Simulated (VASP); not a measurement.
# linear Pd chain, spacing 2.395 A: magnetic orders, part 2 of 3

Wanted: the lowest of several collinear orders of linear Pd chain, spacing 2.395 A.

VASP 6.6.1, plane waves and PAW; the level of theory is named at each step.

So far. Step 2 (Magnetic order, start order fm, signs ++): The largest moment at the end is 0.68 μB, and the moments of the cell sum to 1.40 μB.

## Step 3: Magnetic order, start order AFM 1, signs +-

This step: LDA, DFT+U (Pd d 2 eV), spin-polarised, from moments of both signs; plane waves and PAW (Pd) (VASP 6.6.1).

INCAR reads:

```
SYSTEM = Pd
PREC = Normal
ENCUT = 350
EDIFF = 1E-06
NELM = 150
ISMEAR = 1
SIGMA = 0.1
LREAL = .FALSE.
ALGO = Normal
GGA = CA
NBANDS = 19
ISPIN = 2
MAGMOM = 1 -1
LDAU = .TRUE.
LDAUTYPE = 2
LDAUL = 2
LDAUU = 2
LDAUJ = 0
LDAUPRINT = 1
LASPH = .TRUE.
LMAXMIX = 4
LORBIT = 11
LWAVE = .FALSE.
LCHARG = .TRUE.
NCORE = 2
AMIX = 0.2
BMIX = 1E-04
AMIX_MAG = 0.8
BMIX_MAG = 1E-04
```

POSCAR reads:

```
Pd
1.0
   12.0000000000      0.0000000000      0.0000000000
    0.0000000000     12.0000000000      0.0000000000
    0.0000000000      0.0000000000      4.7900000000
Pd
2
Direct
    0.5000000000      0.5000000000      0.0000000000
    0.5000000000      0.5000000000      0.5000000000
```

KPOINTS reads:

```
Automatic mesh
0
Gamma
1 1 9
0 0 0
```

PAW data sets: Pd (LDA family, release 64).

Run with:

```console
> mpirun -np 2 vasp_std
```

The log of the run:

```text
[... set-up lines as in an earlier step ...]
 entering main loop
       N       E                     dE             d eps       ncg     rms          rms(c)
DAV:   1     0.152449838639E+03    0.15245E+03   -0.37353E+03   380   0.479E+02
DAV:   2     0.172224191688E+02   -0.13523E+03   -0.12659E+03   749   0.876E+01
DAV:   3    -0.388107655771E+01   -0.21103E+02   -0.20284E+02   436   0.563E+01
DAV:   4    -0.413877034068E+01   -0.25769E+00   -0.25731E+00   425   0.833E+00
DAV:   5    -0.414612838485E+01   -0.73580E-02   -0.73573E-02   430   0.137E+00    0.770E+00
DAV:   6    -0.426980750511E+01   -0.12368E+00   -0.23000E-01   398   0.415E+00    0.504E+00
DAV:   7    -0.428503624527E+01   -0.15229E-01   -0.68554E-02   380   0.248E+00    0.301E+00
DAV:   8    -0.427598701658E+01    0.90492E-02   -0.40500E-02   398   0.141E+00    0.102E+00
DAV:   9    -0.428138111364E+01   -0.53941E-02   -0.24139E-02   398   0.105E+00    0.633E-01
DAV:  10    -0.427829269841E+01    0.30884E-02   -0.71337E-03   392   0.525E-01    0.192E-01
DAV:  11    -0.427896558131E+01   -0.67288E-03   -0.81774E-04   392   0.188E-01    0.104E-01
DAV:  12    -0.427900807534E+01   -0.42494E-04   -0.24844E-04   398   0.824E-02    0.550E-02
DAV:  13    -0.427903048173E+01   -0.22406E-04   -0.24232E-05   396   0.383E-02    0.264E-02
DAV:  14    -0.427903840089E+01   -0.79192E-05   -0.22822E-05   401   0.295E-02    0.603E-03
DAV:  15    -0.427904021571E+01   -0.18148E-05   -0.19475E-06   373   0.772E-03    0.338E-03
DAV:  16    -0.427904044527E+01   -0.22956E-06   -0.15227E-07   260   0.202E-03
   1 F= -.42790404E+01 E0= -.42779684E+01  d E =-.321607E-02  mag=    -0.0000
```

The job ended after 17 s (2 MPI ranks of AMD EPYC 7R43, shared host; peak memory 0.32 GiB).

OUTCAR, selected parts (step 3):

```text
The static configuration has the point symmetry D_4h.

 Found      5 irreducible k-points:

   NELECT =      20.0000    total number of electrons

atom =   1  type =  1  l = 2

 onsite density matrix

spin component  1

  0.9463 -0.0000 -0.0000  0.0000 -0.0000
 -0.0000  0.8710  0.0000  0.0000 -0.0000
 -0.0000  0.0000  0.7989 -0.0000 -0.0000
  0.0000  0.0000 -0.0000  0.8710  0.0000
 -0.0000 -0.0000 -0.0000  0.0000  0.9464

spin component  2

  0.9463  0.0000 -0.0000 -0.0000  0.0000
  0.0000  0.8710 -0.0000 -0.0000  0.0000
 -0.0000 -0.0000  0.7991 -0.0000 -0.0000
 -0.0000 -0.0000 -0.0000  0.8710 -0.0000
  0.0000  0.0000 -0.0000 -0.0000  0.9464

 occupancies and eigenvectors

  o =  0.7989  v =  0.0000  0.0000 -1.0000 -0.0000 -0.0000  0.0000  0.0000  0.0000  0.0000  0.0000      0.0000  0.0000  0.0000  0.0000  0.0000  0.0000  0.0000  0.0000  0.0000  0.0000
  o =  0.7991  v =  0.0000  0.0000  0.0000  0.0000  0.0000  0.0000 -0.0000 -1.0000  0.0000  0.0000      0.0000  0.0000  0.0000  0.0000  0.0000  0.0000  0.0000  0.0000  0.0000  0.0000
  o =  0.8710  v =  0.0000  0.0000  0.0000  0.0000  0.0000  0.0000  0.4955 -0.0000 -0.8686 -0.0000      0.0000  0.0000  0.0000  0.0000  0.0000  0.0000  0.0000  0.0000  0.0000  0.0000
  o =  0.8710  v =  0.0000  0.0000  0.0000  0.0000  0.0000  0.0000 -0.8686  0.0000 -0.4955 -0.0000      0.0000  0.0000  0.0000  0.0000  0.0000  0.0000  0.0000  0.0000  0.0000  0.0000
  o =  0.8710  v =  0.0000  0.9996  0.0000 -0.0279  0.0000  0.0000  0.0000  0.0000  0.0000  0.0000      0.0000  0.0000  0.0000  0.0000  0.0000  0.0000  0.0000  0.0000  0.0000  0.0000
  o =  0.8710  v =  0.0000 -0.0279  0.0000 -0.9996 -0.0000  0.0000  0.0000  0.0000  0.0000  0.0000      0.0000  0.0000  0.0000  0.0000  0.0000  0.0000  0.0000  0.0000  0.0000  0.0000
  o =  0.9463  v =  0.0000  0.0000  0.0000  0.0000  0.0000  1.0000  0.0000  0.0000  0.0000  0.0000      0.0000  0.0000  0.0000  0.0000  0.0000  0.0000  0.0000  0.0000  0.0000  0.0000
  o =  0.9463  v =  1.0000  0.0000  0.0000  0.0000  0.0000  0.0000  0.0000  0.0000  0.0000  0.0000      0.0000  0.0000  0.0000  0.0000  0.0000  0.0000  0.0000  0.0000  0.0000  0.0000
  o =  0.9464  v =  0.0000  0.0000  0.0000  0.0000  0.0000  0.0000 -0.0000  0.0000 -0.0000  1.0000      0.0000  0.0000  0.0000  0.0000  0.0000  0.0000  0.0000  0.0000  0.0000  0.0000
  o =  0.9464  v =  0.0000 -0.0000 -0.0000  0.0000  1.0000  0.0000  0.0000  0.0000  0.0000  0.0000      0.0000  0.0000  0.0000  0.0000  0.0000  0.0000  0.0000  0.0000  0.0000  0.0000

atom =   2  type =  1  l = 2

 onsite density matrix

spin component  1

  0.9463  0.0000 -0.0000  0.0000  0.0000
  0.0000  0.8710 -0.0000 -0.0000 -0.0000
 -0.0000 -0.0000  0.7991  0.0000 -0.0000
  0.0000 -0.0000  0.0000  0.8710 -0.0000
  0.0000 -0.0000 -0.0000 -0.0000  0.9464

spin component  2

  0.9463 -0.0000  0.0000 -0.0000  0.0000
 -0.0000  0.8710  0.0000  0.0000  0.0000
  0.0000  0.0000  0.7989 -0.0000 -0.0000
 -0.0000  0.0000 -0.0000  0.8710  0.0000
  0.0000  0.0000 -0.0000  0.0000  0.9464

 occupancies and eigenvectors

  o =  0.7989  v =  0.0000  0.0000  0.0000  0.0000  0.0000  0.0000 -0.0000 -1.0000  0.0000  0.0000      0.0000  0.0000  0.0000  0.0000  0.0000  0.0000  0.0000  0.0000  0.0000  0.0000
  o =  0.7991  v =  0.0000 -0.0000 -1.0000 -0.0000 -0.0000  0.0000  0.0000  0.0000  0.0000  0.0000      0.0000  0.0000  0.0000  0.0000  0.0000  0.0000  0.0000  0.0000  0.0000  0.0000
  o =  0.8710  v =  0.0000  0.1060 -0.0000  0.9944 -0.0000  0.0000  0.0000  0.0000  0.0000  0.0000      0.0000  0.0000  0.0000  0.0000  0.0000  0.0000  0.0000  0.0000  0.0000  0.0000
  o =  0.8710  v =  0.0000  0.9944 -0.0000 -0.1060 -0.0000  0.0000  0.0000  0.0000  0.0000  0.0000      0.0000  0.0000  0.0000  0.0000  0.0000  0.0000  0.0000  0.0000  0.0000  0.0000
  o =  0.8710  v =  0.0000  0.0000  0.0000  0.0000  0.0000  0.0000 -0.9990  0.0000 -0.0436  0.0000      0.0000  0.0000  0.0000  0.0000  0.0000  0.0000  0.0000  0.0000  0.0000  0.0000
  o =  0.8710  v =  0.0000  0.0000  0.0000  0.0000  0.0000  0.0000 -0.0436  0.0000  0.9990 -0.0000      0.0000  0.0000  0.0000  0.0000  0.0000  0.0000  0.0000  0.0000  0.0000  0.0000
  o =  0.9463  v =  1.0000  0.0000  0.0000  0.0000  0.0000  0.0000  0.0000  0.0000  0.0000  0.0000      0.0000  0.0000  0.0000  0.0000  0.0000  0.0000  0.0000  0.0000  0.0000  0.0000
  o =  0.9463  v =  0.0000  0.0000  0.0000  0.0000  0.0000  1.0000  0.0000  0.0000  0.0000  0.0000      0.0000  0.0000  0.0000  0.0000  0.0000  0.0000  0.0000  0.0000  0.0000  0.0000
  o =  0.9464  v =  0.0000  0.0000 -0.0000  0.0000  1.0000  0.0000  0.0000  0.0000  0.0000  0.0000      0.0000  0.0000  0.0000  0.0000  0.0000  0.0000  0.0000  0.0000  0.0000  0.0000
  o =  0.9464  v =  0.0000  0.0000  0.0000  0.0000  0.0000  0.0000  0.0000  0.0000  0.0000  1.0000      0.0000  0.0000  0.0000  0.0000  0.0000  0.0000  0.0000  0.0000  0.0000  0.0000

 E-fermi :  -4.9766

 spin component 1
 k-point     1 :       0.0000    0.0000    0.0000
  band No.  band energies     occupation
    ...
      4      -6.7201      1.00000
      5      -6.7196      1.00000
      6      -5.9435      1.00000
      7      -5.9433      1.00000
      8      -5.5394      1.00000
      9      -4.8515     -0.03535
     10      -4.8515     -0.03535
     11      -4.7433     -0.00236
     12      -1.5632      0.00000
     13      -1.5632      0.00000
    ...

 k-point     2 :       0.0000    0.0000    0.1111
  band No.  band energies     occupation
    ...
      6      -5.9684      1.00000
      7      -5.9682      1.00000
      8      -5.4753      1.00000
      9      -5.0305      0.89090
     10      -5.0305      0.89090
     11      -4.8644     -0.03361
     12      -1.4044      0.00000
     13      -1.4044      0.00000
     14      -0.2118      0.00000
     15       0.4873      0.00000
    ...

 k-point     3 :       0.0000    0.0000    0.2222
  band No.  band energies     occupation
    ...
      7      -6.0393      1.00000
      8      -5.4829      1.00000
      9      -5.4829      1.00000
     10      -5.2816      1.00007
     11      -5.2292      1.00103
     12      -1.5217      0.00000
     13      -0.9926      0.00000
     14      -0.9926      0.00000
     15       0.7266      0.00000
     16       1.4238      0.00000
    ...

 k-point     4 :       0.0000    0.0000    0.3333
  band No.  band energies     occupation
    ...
      6      -6.1469      1.00000
      7      -6.1468      1.00000
      8      -6.0643      1.00000
      9      -6.0643      1.00000
     10      -5.8453      1.00000
     11      -4.9505      0.28725
     12      -2.7704      0.00000
     13      -0.4192      0.00000
     14      -0.4192      0.00000
     15       1.1255      0.00000
    ...

  Total       -0.3015499     -0.3015499     -3.0148960      0.0000000      0.0000000     -0.0000000
  in kB       -0.7004413     -0.7004413     -7.0030127      0.0000000      0.0000000     -0.0000000
  external PRESSURE =      -2.8012984 kB  Pullay stress =       0.0000000 kB

 POSITION                                       TOTAL-FORCE (eV/Angst)
 -----------------------------------------------------------------------------------
      6.00000      6.00000      0.00000         0.000000      0.000000      0.000000
      6.00000      6.00000      2.39500         0.000000      0.000000      0.000000
 -----------------------------------------------------------------------------------
    total drift:                                0.000000      0.000000      0.000000

  FREE ENERGIE OF THE ION-ELECTRON SYSTEM (eV)
  ---------------------------------------------------
  free  energy   TOTEN  =        -4.2790404453 eV

  energy  without entropy=       -4.2758243773  energy(sigma->0) =       -4.27796842

 total charge
# of ion       s       p       d       tot
------------------------------------------
    1        0.377   0.146   8.824   9.347
    2        0.377   0.146   8.824   9.347
--------------------------------------------------
tot          0.754   0.292  17.648  18.694

 magnetization (x)
# of ion       s       p       d       tot
------------------------------------------
    1       -0.000  -0.000  -0.000  -0.000
    2        0.000   0.000   0.000   0.000
--------------------------------------------------
tot          0.000   0.000   0.000   0.000

[... 8 parts as in an earlier step ...]

[... 3 further parts left out ...]
```

A U on the itinerant d states of such a compound is hard to justify; it moves the bands at the Fermi level.

This step gave:

```yaml
electronic_cycles: 16
free_energy_toten: -4.279 eV
energy_at_zero_smearing: -4.278 eV
fermi_energy: -4.977 eV
```

The spin moment in the PAW sphere vanishes on all atoms.

Valence density in the ca plane at fractional y = 0.500, with atoms of Pd within 0.2 Å of it. It is the smooth field of the valence electrons, not physical close to the nuclei.

Ten steps, logarithmic in the rise over the least value, from '0' (0.0 e/Å³) to '9' (5.4 e/Å³), each cell a mean:
```
00000000000000
00000000000000
00000000000000
00000000000000
00000000000000
00000000000000
00000000000000
00000000000000
11100111110011
43222334322233
87544678754467
98755799875579
98645799864579
65433566543356
22111222211122
00000000000000
00000000000000
00000000000000
00000000000000
00000000000000
00000000000000
00000000000000
00000000000000
00000000000000
```
Columns run along c (4.8 Å), rows up along a (12.0 Å). Atoms in or near the plane, at fractional coordinates: Pd at (0.00, 0.50), Pd at (0.50, 0.50).

The largest moment at the end is 0.00 μB, and the moments of the cell sum to 0.00 μB.

## Step 4: No spin polarisation

This step: LDA, DFT+U (Pd d 2 eV); plane waves and PAW (Pd) (VASP 6.6.1).

A run without spin shows what magnetism as such gains.

Edit INCAR of step 3 so:

```diff
@@ -10,5 +10,3 @@
 GGA = CA
-NBANDS = 19
-ISPIN = 2
-MAGMOM = 1 -1
+NBANDS = 16
 LDAU = .TRUE.
@@ -23,3 +21,3 @@
 LWAVE = .FALSE.
-LCHARG = .TRUE.
+LCHARG = .FALSE.
 NCORE = 2
```

POSCAR is that of step 3.

KPOINTS is that of step 3.

Run with:

```console
> mpirun -np 2 vasp_std
```

The log of the run:

```text
[... set-up lines as in an earlier step ...]
 entering main loop
       N       E                     dE             d eps       ncg     rms          rms(c)
DAV:   1     0.155409067884E+03    0.15541E+03   -0.36892E+03   160   0.560E+02
DAV:   2     0.183925815228E+02   -0.13702E+03   -0.12458E+03   304   0.101E+02
DAV:   3    -0.406755679393E+01   -0.22460E+02   -0.21307E+02   184   0.680E+01
DAV:   4    -0.439848554370E+01   -0.33093E+00   -0.32712E+00   168   0.108E+01
DAV:   5    -0.440709366299E+01   -0.86081E-02   -0.86073E-02   192   0.167E+00    0.609E+00
DAV:   6    -0.431580192108E+01    0.91292E-01   -0.13450E-01   160   0.242E+00    0.476E+00
DAV:   7    -0.429832419382E+01    0.17478E-01   -0.12035E-01   160   0.204E+00    0.243E+00
DAV:   8    -0.446401639307E+01   -0.16569E+00   -0.93639E-01   160   0.693E+00    0.381E+00
DAV:   9    -0.427957045871E+01    0.18445E+00   -0.52828E-01   160   0.501E+00    0.545E-01
DAV:  10    -0.428208878920E+01   -0.25183E-02   -0.26125E-03   176   0.287E-01    0.631E-01
DAV:  11    -0.427883507830E+01    0.32537E-02   -0.82458E-03   160   0.657E-01    0.114E-01
DAV:  12    -0.427907456111E+01   -0.23948E-03   -0.63149E-04   160   0.163E-01    0.695E-02
DAV:  13    -0.427904003748E+01    0.34524E-04   -0.76501E-05   160   0.608E-02    0.208E-02
DAV:  14    -0.427904361669E+01   -0.35792E-05   -0.37323E-05   176   0.383E-02    0.201E-02
DAV:  15    -0.427904046368E+01    0.31530E-05   -0.16019E-06   120   0.944E-03    0.117E-02
DAV:  16    -0.427904011745E+01    0.34623E-06   -0.34647E-06   160   0.120E-02
   1 F= -.42790401E+01 E0= -.42779684E+01  d E =-.321527E-02
```

Wall time 7.4 s (2 MPI ranks); peak memory 0.27 GiB; 14 s of CPU time.

Parts of OUTCAR (step 4):

```text
The static configuration has the point symmetry D_4h.

 Found      5 irreducible k-points:

   k-points           NKPTS =      5   k-points in BZ     NKDIM =      5   number of bands    NBANDS=     16

   NELECT =      20.0000    total number of electrons

atom =   1  type =  1  l = 2

 onsite density matrix

spin component  1

  0.9463  0.0000 -0.0000 -0.0000  0.0000
  0.0000  0.8710  0.0000 -0.0000  0.0000
 -0.0000  0.0000  0.7989  0.0000 -0.0000
 -0.0000 -0.0000  0.0000  0.8710  0.0000
  0.0000  0.0000 -0.0000  0.0000  0.9464

spin component  2

 occupancies and eigenvectors

  o =  0.7989  v =  0.0000 -0.0000 -1.0000 -0.0000 -0.0000  0.0000  0.0000  0.0000  0.0000  0.0000      0.0000  0.0000  0.0000  0.0000  0.0000  0.0000  0.0000  0.0000  0.0000  0.0000
  o =  0.7989  v =  0.0000  0.0000  0.0000  0.0000  0.0000  0.0000 -0.0000 -1.0000 -0.0000 -0.0000      0.0000  0.0000  0.0000  0.0000  0.0000  0.0000  0.0000  0.0000  0.0000  0.0000
  o =  0.8710  v =  0.0000  0.9533 -0.0000 -0.3020 -0.0000  0.0000  0.0000  0.0000  0.0000  0.0000      0.0000  0.0000  0.0000  0.0000  0.0000  0.0000  0.0000  0.0000  0.0000  0.0000
  o =  0.8710  v =  0.0000  0.0000  0.0000  0.0000  0.0000  0.0000  0.9533 -0.0000 -0.3020 -0.0000      0.0000  0.0000  0.0000  0.0000  0.0000  0.0000  0.0000  0.0000  0.0000  0.0000
  o =  0.8710  v =  0.0000  0.0000  0.0000  0.0000  0.0000  0.0000 -0.3020  0.0000 -0.9533  0.0000      0.0000  0.0000  0.0000  0.0000  0.0000  0.0000  0.0000  0.0000  0.0000  0.0000
  o =  0.8710  v =  0.0000 -0.3020  0.0000 -0.9533  0.0000  0.0000  0.0000  0.0000  0.0000  0.0000      0.0000  0.0000  0.0000  0.0000  0.0000  0.0000  0.0000  0.0000  0.0000  0.0000
  o =  0.9463  v =  1.0000  0.0000  0.0000  0.0000  0.0000  0.0000  0.0000  0.0000  0.0000  0.0000      0.0000  0.0000  0.0000  0.0000  0.0000  0.0000  0.0000  0.0000  0.0000  0.0000
  o =  0.9463  v =  0.0000  0.0000  0.0000  0.0000  0.0000  1.0000  0.0000  0.0000  0.0000  0.0000      0.0000  0.0000  0.0000  0.0000  0.0000  0.0000  0.0000  0.0000  0.0000  0.0000
  o =  0.9464  v =  0.0000  0.0000  0.0000  0.0000  0.0000  0.0000  0.0000 -0.0000  0.0000  1.0000      0.0000  0.0000  0.0000  0.0000  0.0000  0.0000  0.0000  0.0000  0.0000  0.0000
  o =  0.9464  v =  0.0000  0.0000 -0.0000  0.0000  1.0000  0.0000  0.0000  0.0000  0.0000  0.0000      0.0000  0.0000  0.0000  0.0000  0.0000  0.0000  0.0000  0.0000  0.0000  0.0000

atom =   2  type =  1  l = 2

 onsite density matrix

spin component  1

  0.9463 -0.0000 -0.0000 -0.0000 -0.0000
 -0.0000  0.8710  0.0000 -0.0000 -0.0000
 -0.0000  0.0000  0.7989  0.0000  0.0000
 -0.0000 -0.0000  0.0000  0.8710  0.0000
 -0.0000 -0.0000  0.0000  0.0000  0.9464

spin component  2

 occupancies and eigenvectors

  o =  0.7989  v =  0.0000  0.0000  1.0000 -0.0000 -0.0000  0.0000  0.0000  0.0000  0.0000  0.0000      0.0000  0.0000  0.0000  0.0000  0.0000  0.0000  0.0000  0.0000  0.0000  0.0000
  o =  0.7989  v =  0.0000  0.0000  0.0000  0.0000  0.0000  0.0000  0.0000  1.0000 -0.0000 -0.0000      0.0000  0.0000  0.0000  0.0000  0.0000  0.0000  0.0000  0.0000  0.0000  0.0000
  o =  0.8710  v =  0.0000 -0.9946  0.0000 -0.1035  0.0000  0.0000  0.0000  0.0000  0.0000  0.0000      0.0000  0.0000  0.0000  0.0000  0.0000  0.0000  0.0000  0.0000  0.0000  0.0000
  o =  0.8710  v =  0.0000  0.0000  0.0000  0.0000  0.0000  0.0000 -0.9946  0.0000 -0.1035  0.0000      0.0000  0.0000  0.0000  0.0000  0.0000  0.0000  0.0000  0.0000  0.0000  0.0000
  o =  0.8710  v =  0.0000 -0.1035  0.0000  0.9946  0.0000  0.0000  0.0000  0.0000  0.0000  0.0000      0.0000  0.0000  0.0000  0.0000  0.0000  0.0000  0.0000  0.0000  0.0000  0.0000
  o =  0.8710  v =  0.0000  0.0000  0.0000  0.0000  0.0000  0.0000 -0.1035  0.0000  0.9946  0.0000      0.0000  0.0000  0.0000  0.0000  0.0000  0.0000  0.0000  0.0000  0.0000  0.0000
  o =  0.9463  v =  1.0000  0.0000  0.0000  0.0000  0.0000  0.0000  0.0000  0.0000  0.0000  0.0000      0.0000  0.0000  0.0000  0.0000  0.0000  0.0000  0.0000  0.0000  0.0000  0.0000
  o =  0.9463  v =  0.0000  0.0000  0.0000  0.0000  0.0000  1.0000  0.0000  0.0000  0.0000  0.0000      0.0000  0.0000  0.0000  0.0000  0.0000  0.0000  0.0000  0.0000  0.0000  0.0000
  o =  0.9464  v =  0.0000  0.0000  0.0000  0.0000  0.0000  0.0000  0.0000  0.0000 -0.0000  1.0000      0.0000  0.0000  0.0000  0.0000  0.0000  0.0000  0.0000  0.0000  0.0000  0.0000
  o =  0.9464  v =  0.0000  0.0000  0.0000 -0.0000  1.0000  0.0000  0.0000  0.0000  0.0000  0.0000      0.0000  0.0000  0.0000  0.0000  0.0000  0.0000  0.0000  0.0000  0.0000  0.0000

 E-fermi :  -4.9764

 k-point     1 :       0.0000    0.0000    0.0000
  band No.  band energies     occupation
    ...
      4      -6.7198      2.00000
      5      -6.7193      2.00000
      6      -5.9432      2.00000
      7      -5.9430      2.00000
      8      -5.5392      2.00000
      9      -4.8513     -0.07071
     10      -4.8513     -0.07071
     11      -4.7430     -0.00471
     12      -1.5631      0.00000
     13      -1.5631      0.00000
    ...

 k-point     2 :       0.0000    0.0000    0.1111
  band No.  band energies     occupation
    ...
      6      -5.9681      2.00000
      7      -5.9679      2.00000
      8      -5.4751      2.00000
      9      -5.0303      1.78177
     10      -5.0303      1.78177
     11      -4.8641     -0.06731
     12      -1.4043      0.00000
     13      -1.4043      0.00000
     14      -0.2115      0.00000
     15       0.4873      0.00000
    ...

 k-point     3 :       0.0000    0.0000    0.2222
  band No.  band energies     occupation
    ...
      7      -6.0390      2.00000
      8      -5.4827      2.00000
      9      -5.4827      2.00000
     10      -5.2814      2.00014
     11      -5.2288      2.00208
     12      -1.5214      0.00000
     13      -0.9925      0.00000
     14      -0.9925      0.00000
     15       0.7266      0.00000
     16       1.4239      0.00000

 k-point     4 :       0.0000    0.0000    0.3333
  band No.  band energies     occupation
    ...
      7      -6.1465      2.00000
      8      -6.0641      2.00000
      9      -6.0641      2.00000
     10      -5.8450      2.00000
     11      -4.9503      0.57462
     12      -2.7701      0.00000
     13      -0.4191      0.00000
     14      -0.4191      0.00000
     15       1.1256      0.00000
     16       1.8229      0.00000

  Total       -0.3037568     -0.3037568     -3.0145716      0.0000000      0.0000000      0.0000000
  in kB       -0.7055676     -0.7055676     -7.0022592      0.0000000      0.0000000      0.0000000
  external PRESSURE =      -2.8044648 kB  Pullay stress =       0.0000000 kB

  FREE ENERGIE OF THE ION-ELECTRON SYSTEM (eV)
  ---------------------------------------------------
  free  energy   TOTEN  =        -4.2790401175 eV

  energy  without entropy=       -4.2758248425  energy(sigma->0) =       -4.27796836

[... 9 parts as in an earlier step ...]

[... 2 further parts left out ...]
```

Numbers from this step:

| Item | Value |
| --- | --- |
| Fermi energy | -4.976 eV |

Energy at zero smearing: -4.27797 eV.

[end of part 2 of 3]

[Lines on the potential files, build, host, timing and source positions are cut from VASP's logs without a mark.]

[Logs are printed without paths, hosts, clocks, repeated set-up lines and the standing remarks that a program may print on its own settings, such as how far it seeks lower states.]

[Hosts, paths, dates, database ids (printed as entryN), source tags and the programs' standing remarks are cut or masked in the printed files.]

[In band tables of VASP the shares of atoms and orbitals are scaled to a sum of 1 inside the atoms' spheres.]

[Runs that stopped without an error message from VASP are left out.]
